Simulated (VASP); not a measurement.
# GW on InP, part 2 of 4

How does the gap of InP change from the starting functional to GW? The cell is of the zinc-blende type, one of the forms listed for this formula, which need not be the common one. The start is a cell from a database of measured crystal structures.

VASP 6.6.1, plane waves and PAW; the level of theory is named at each step.

So far, gap on the k-mesh (eV): step 3 (empty bands, functional PBE) 0.679.

## (4) evGW0

This step: evGW0 on PBE; plane waves and PAW (In_d_GW, P_GW) (VASP 6.6.1).

The lowest NBANDSGW levels in G are updated for four passes while W stays fixed, so the result depends less on the starting levels.

File INCAR:

```
SYSTEM = InP
PREC = Accurate
ENCUT = 300
ISMEAR = 0
SIGMA = 0.01
LREAL = .FALSE.
GGA = PE
NBANDS = 328
ALGO = EVGW0
NELMGW = 4
ENCUTGW = 200
NOMEGA = 48
PRECFOCK = Fast
NBANDSGW = 24
LWAVE = .FALSE.
LCHARG = .FALSE.
```

File POSCAR:

```
InP
1.0
    0.0000000000      2.9343500000      2.9343500000
    2.9343500000      0.0000000000      2.9343500000
    2.9343500000      2.9343500000      0.0000000000
In P
1 1
Direct
    0.0000000000      0.0000000000      0.0000000000
    0.2500000000      0.2500000000      0.2500000000
```

File KPOINTS:

```
Automatic mesh
0
Gamma
6 6 6
0 0 0
```

The projector-augmented-wave data sets are In_d_GW and P_GW (PBE family, release 64).

On the command line:

```
$ mpirun -np 8 vasp_std
```

Output:

```text
[banner, memory and clock lines left out]
running    8 mpi-ranks, on    1 nodes
 distrk:  each k-point on    8 cores,    1 groups
 distr:  one band on    1 cores,    8 groups

 POSCAR found type information on POSCAR InP
 POSCAR found :  2 types and       2 ions
 [... a notice as in an earlier step ...]

|                                                                             |
|           W    W    AA    RRRRR   N    N  II  N    N   GGGG   !!!           |
|           W    W   A  A   R    R  NN   N  II  NN   N  G    G  !!!           |
|           W    W  A    A  R    R  N N  N  II  N N  N  G       !!!           |
|           W WW W  AAAAAA  RRRRR   N  N N  II  N  N N  G  GGG   !            |
|           WW  WW  A    A  R   R   N   NN  II  N   NN  G    G                |
|           W    W  A    A  R    R  N    N  II  N    N   GGGG   !!!           |
|                                                                             |
|     The default for ENCUTGWSOFT is different in this version of VASP.       |
|     please manually set ENCUTGWSOFT =200 in the INCAR file.                 |
|                                                                             |

 LDA part: xc-table for (Slater+PW92), standard interpolation
 found WAVECAR, reading the header
 POSCAR, INCAR and KPOINTS ok, starting setup
 FFT: planning ... GRIDC
 FFT: planning ... GRID_SOFT
 FFT: planning ... GRID
 reading WAVECAR
 the WAVECAR file was read successfully
 initial charge from wavefunction
 available memory per node:     93.02 GB, setting MAXMEM to     95254

 The Fermi energy was updated, please check that it is located mid-gap
 values below the HOMO (VB) or above the LUMO (CB) will cause erroneous energies
 E-fermi :   4.2241

 calculate exact exchange contribution
 the WAVEDER file was read successfully
energies w=
    0.000    0.000    0.291    0.000    0.580    0.000    0.867    0.000
    1.150    0.000    1.430    0.000    1.704    0.000    1.974    0.000
    2.239    0.000    2.498    0.000    2.753    0.000    3.003    0.000
    3.251    0.000    3.495    0.000    3.737    0.000    3.979    0.000
    4.220    0.000    4.462    0.000    4.706    0.000    4.954    0.000
    5.206    0.000    5.464    0.000    5.730    0.000    6.005    0.000
    6.293    0.000    6.594    0.000    6.912    0.000    7.251    0.000
    7.613    0.000    8.005    0.000    8.433    0.000    8.902    0.000
    9.424    0.000   10.008    0.000   10.672    0.000   11.435    0.000
   12.325    0.000   13.379    0.000   14.652    0.000   16.222    0.000
   18.210    0.000   20.809    0.000   24.351    0.000   29.458    0.000
   37.440    0.000   51.623    0.000   83.647    0.000  222.801    0.000
 responsefunction array rank=     336
 LDA part: xc-table for (Slater+PW92), standard interpolation

 min. memory requirement per mpi rank    406.2 MB, per node   3249.2 MB

 allocating   6 responsefunctions rank=   336
 shmem allocating  48 responsefunctions rank=   336
 response function shared by NCSHMEM nodes    1
 Doing            6  frequencies on each core in blocks of           48
NQ=   1    0.0000    0.0000    0.0000,
|.........|.........|.........|.........|.........|.........|.........|.........
 performed       1492000 updates of chi_q(r,r)
 total number of BLAS operations       1307.87 Gflops
NQ=   2    0.1667    0.0000    0.0000,
|.........|.........|.........|.........|.........|.........|.........|.........
 performed       4054000 updates of chi_q(r,r)
 total number of BLAS operations       3407.29 Gflops
NQ=   3    0.3333    0.0000    0.0000,
|.........|.........|.........|.........|.........|.........|.........|.........
 performed       6616000 updates of chi_q(r,r)
 total number of BLAS operations       5667.12 Gflops
NQ=   4    0.5000    0.0000    0.0000,
|.........|.........|.........|.........|.........|.........|.........|.........
 performed       8800000 updates of chi_q(r,r)
 total number of BLAS operations       7593.76 Gflops
NQ=   5    0.1667    0.1667    0.0000,
|.........|.........|.........|.........|.........|.........|.........|.........
 performed      11362000 updates of chi_q(r,r)
 total number of BLAS operations       9786.03 Gflops
NQ=   6    0.3333    0.1667    0.0000,
|.........|.........|.........|.........|.........|.........|.........|.........
 performed      15278000 updates of chi_q(r,r)
 total number of BLAS operations      13116.09 Gflops
NQ=   7    0.5000    0.1667    0.0000,
|.........|.........|.........|.........|.........|.........|.........|.........
 performed      19194000 updates of chi_q(r,r)
 total number of BLAS operations      16344.78 Gflops
NQ=   8   -0.3333    0.1667    0.0000,
|.........|.........|.........|.........|.........|.........|.........|.........
 performed      23110000 updates of chi_q(r,r)
 total number of BLAS operations      19573.46 Gflops
NQ=   9   -0.1667    0.1667    0.0000,
|.........|.........|.........|.........|.........|.........|.........|.........
 performed      26522000 updates of chi_q(r,r)
 total number of BLAS operations      22386.85 Gflops
NQ=  10    0.3333    0.3333    0.0000,
|.........|.........|.........|.........|.........|.........|.........|.........
 performed      29084000 updates of chi_q(r,r)
 total number of BLAS operations      24525.82 Gflops
NQ=  11    0.5000    0.3333    0.0000,
|.........|.........|.........|.........|.........|.........|.........|.........
 performed      33000000 updates of chi_q(r,r)
 total number of BLAS operations      27855.87 Gflops
NQ=  12   -0.3333    0.3333    0.0000,
|.........|.........|.........|.........|.........|.........|.........|.........
 performed      36412000 updates of chi_q(r,r)
 total number of BLAS operations      30704.42 Gflops
NQ=  13    0.5000    0.5000    0.0000,
|.........|.........|.........|.........|.........|.........|.........|.........
 performed      38376000 updates of chi_q(r,r)
 total number of BLAS operations      32374.65 Gflops
NQ=  14    0.5000    0.3333    0.1667,
|.........|.........|.........|.........|.........|.........|.........|.........
 performed      42765000 updates of chi_q(r,r)
 total number of BLAS operations      36060.63 Gflops
NQ=  15   -0.3333    0.3333    0.1667,
|.........|.........|.........|.........|.........|.........|.........|.........
 performed      46902000 updates of chi_q(r,r)
 total number of BLAS operations      39535.06 Gflops
NQ=  16   -0.3333    0.5000    0.1667,
|.........|.........|.........|.........|.........|.........|.........|.........
 performed      50330000 updates of chi_q(r,r)
 total number of BLAS operations      42522.13 Gflops
 resolving degeneracies of screened two electron integrals

[...]
total number of BLAS operations      39535.06 Gflops
NQ=  16   -0.3333    0.5000    0.1667,
|.........|.........|.........|.........|.........|.........|.........|.........
 performed      50330000 updates of chi_q(r,r)
 total number of BLAS operations      42522.13 Gflops
 resolving degeneracies of screened two electron integrals

 calculate QP shifts <psi_nk| G(iteration)W_0 |psi_nk>: iteration 2
 allocating   6 responsefunctions rank=   336
 shmem allocating  48 responsefunctions rank=   336
 response function shared by NCSHMEM nodes    1
 Doing            6  frequencies on each core in blocks of           48
NQ=   1    0.0000    0.0000    0.0000,
|.........|.........|.........|.........|.........|.........|.........|.........
 performed       1492000 updates of chi_q(r,r)
 total number of BLAS operations       1307.87 Gflops
NQ=   2    0.1667    0.0000    0.0000,
|.........|.........|.........|.........|.........|.........|.........|.........
 performed       4054000 updates of chi_q(r,r)
 total number of BLAS operations       3407.29 Gflops
NQ=   3    0.3333    0.0000    0.0000,
|.........|.........|.........|.........|.........|.........|.........|.........
 performed       6616000 updates of chi_q(r,r)
 total number of BLAS operations       5667.12 Gflops
NQ=   4    0.5000    0.0000    0.0000,
|.........|.........|.........|.........|.........|.........|.........|.........
 performed       8800000 updates of chi_q(r,r)
 total number of BLAS operations       7593.76 Gflops
NQ=   5    0.1667    0.1667    0.0000,
|.........|.........|.........|.........|.........|.........|.........|.........
 performed      11362000 updates of chi_q(r,r)
 total number of BLAS operations       9786.03 Gflops
NQ=   6    0.3333    0.1667    0.0000,
|.........|.........|.........|.........|.........|.........|.........|.........
 performed      15278000 updates of chi_q(r,r)
 total number of BLAS operations      13116.09 Gflops
NQ=   7    0.5000    0.1667    0.0000,
|.........|.........|.........|.........|.........|.........|.........|.........
 performed      19194000 updates of chi_q(r,r)
 total number of BLAS operations      16344.78 Gflops
NQ=   8   -0.3333    0.1667    0.0000,
|.........|.........|.........|.........|.........|.........|.........|.........
 performed      23110000 updates of chi_q(r,r)
 total number of BLAS operations      19573.46 Gflops
NQ=   9   -0.1667    0.1667    0.0000,
|.........|.........|.........|.........|.........|.........|.........|.........
 performed      26522000 updates of chi_q(r,r)
 total number of BLAS operations      22386.85 Gflops
NQ=  10    0.3333    0.3333    0.0000,
|.........|.........|.........|.........|.........|.........|.........|.........
 performed      29084000 updates of chi_q(r,r)
 total number of BLAS operations      24525.82 Gflops
NQ=  11    0.5000    0.3333    0.0000,
|.........|.........|.........|.........|.........|.........|.........|.........
 performed      33000000 updates of chi_q(r,r)
 total number of BLAS operations      27855.87 Gflops
NQ=  12   -0.3333    0.3333    0.0000,
|.........|.........|.........|.........|.........|.........|.........|.........
 performed      36412000 updates of chi_q(r,r)
 total number of BLAS operations      30704.42 Gflops
NQ=  13    0.5000    0.5000    0.0000,
|.........|.........|.........|.........|.........|.........|.........|.........
 performed      38376000 updates of chi_q(r,r)
 total number of BLAS operations      32374.65 Gflops
NQ=  14    0.5000    0.3333    0.1667,
|.........|.........|.........|.........|.........|.........|.........|.........
 performed      42765000 updates of chi_q(r,r)
 total number of BLAS operations      36060.63 Gflops
NQ=  15   -0.3333    0.3333    0.1667,
|.........|.........|.........|.........|.........|.........|.........|.........
 performed      46902000 updates of chi_q(r,r)
 total number of BLAS operations      39535.06 Gflops
NQ=  16   -0.3333    0.5000    0.1667,
|.........|.........|.........|.........|.........|.........|.........|.........
 performed      50330000 updates of chi_q(r,r)
 total number of BLAS operations      42522.13 Gflops
 resolving degeneracies of screened two electron integrals

 calculate QP shifts <psi_nk| G(iteration)W_0 |psi_nk>: iteration 3
 allocating   6 responsefunctions rank=   336
 shmem allocating  48 responsefunctions rank=   336
 response function shared by NCSHMEM nodes    1
 Doing            6  frequencies on each core in blocks of           48
NQ=   1    0.0000    0.0000    0.0000,
|.........|.........|.........|.........|.........|.........|.........|.........
 performed       1492000 updates of chi_q(r,r)
 total number of BLAS operations       1307.87 Gflops
NQ=   2    0.1667    0.0000    0.0000,
|.........|.........|.........|.........|.........|.........|.........|.........
 performed       4054000 updates of chi_q(r,r)
 total number of BLAS operations       3407.29 Gflops
NQ=   3    0.3333    0.0000    0.0000,
|.........|.........|.........|.........|.........|.........|.........|.........
 performed       6616000 updates of chi_q(r,r)
 total number of BLAS operations       5667.12 Gflops
NQ=   4    0.5000    0.0000    0.0000,
|.........|.........|.........|.........|.........|.........|.........|.........
 performed       8800000 updates of chi_q(r,r)
 total number of BLAS operations       7593.76 Gflops
NQ=   5    0.1667    0.1667    0.0000,
|.........|.........|.........|.........|.........|.........|.........|.........
 performed      11362000 updates of chi_q(r,r)
 total number of BLAS operations       9786.03 Gflops
NQ=   6    0.3333    0.1667    0.0000,
|.........|.........|.........|.........|.........|.........|.........|.........
 performed      15278000 updates of chi_q(r,r)
 total number of BLAS operations      13116.09 Gflops
NQ=   7    0.5000    0.1667    0.0000,
|.........|.........|.........|.........|.........|.........|.........|.........
 performed      19194000 updates of chi_q(r,r)
 total number of BLAS operations      16344.78 Gflops
NQ=   8   -0.3333    0.1667    0.0000,
|.........|.........|.........|.........|.........|.........|.........|.........
 performed      23110000 updates of chi_q(r,r)
 total number of BLAS operations      19573.46 Gflops
NQ=   9   -0.1667    0.1667    0.0000,
|.........|.........|.........|.........|.........|.........|.........|.........
 performed      26522000 updates of chi_q(r,r)
 total number of BLAS operations      22386.85 Gflops
NQ=  10    0.3333    0.3333    0.0000,
|.........|.........|.........|.........|.........|.........|.........|.........
 performed      29084000 updates of chi_q(r,r)
 total number of BLAS operations      24525.82 Gflops
NQ=  11    0.5000    0.3333    0.0000,
|.........|.........|.........|.........|.........|.........|.........|.........
 performed      33000000 updates of chi_q(r,r)
 total number of BLAS operations      27855.87 Gflops
NQ=  12   -0.3333    0.3333    0.0000,
|.........|.........|.........|.........|.........|.........|.........|.........
 performed      36412000 updates of chi_q(r,r)
 total number of BLAS operations      30704.42 Gflops
NQ=  13    0.5000    0.5000    0.0000,
|.........|.........|.........|.........|.........|.........|.........|.........
 performed      38376000 updates of chi_q(r,r)
 total number of BLAS operations      32374.65 Gflops
NQ=  14    0.5000    0.3333    0.1667,
|.........|.........|.........|.........|.........|.........|.........|.........
 performed      42765000 updates of chi_q(r,r)
 total number of BLAS operations      36060.63 Gflops
NQ=  15   -0.3333    0.3333    0.1667,
|.........|.........|.........|.........|.........|.........|.........|.........
 performed      46902000 updates of chi_q(r,r)
 total number of BLAS operations      39535.06 Gflops
NQ=  16   -0.3333    0.5000    0.1667,
|.........|.........|.........|.........|.........|.........|.........|.........
 performed      50330000 updates of chi_q(r,r)
 total number of BLAS operations      42522.13 Gflops
 resolving degeneracies of screened two electron integrals

 calculate QP shifts <psi_nk| G(iteration)W_0 |psi_nk>: iteration 4
 entering main loop
```

The job ended after 59 min (8 MPI ranks of AMD EPYC 7R43, shared host; peak memory 3.4 GiB; 7.8 h of CPU time).

(Continued in part 3 of 4.)

[Lines on the potential files, build, host, timing and source positions are cut from VASP's logs without a mark.]

[Logs are printed without paths, hosts, clocks, repeated set-up lines and the standing remarks that a program may print on its own settings, such as how far it seeks lower states.]

[Hosts, paths, dates, database ids (printed as entryN), source tags and the programs' standing remarks are cut or masked in the printed files.]

[Pressures printed for these runs are not shown converged in the cutoff: they can be off by several GPa and have the wrong sign.]

[In band tables of VASP the shares of atoms and orbitals are scaled to a sum of 1 inside the atoms' spheres.]
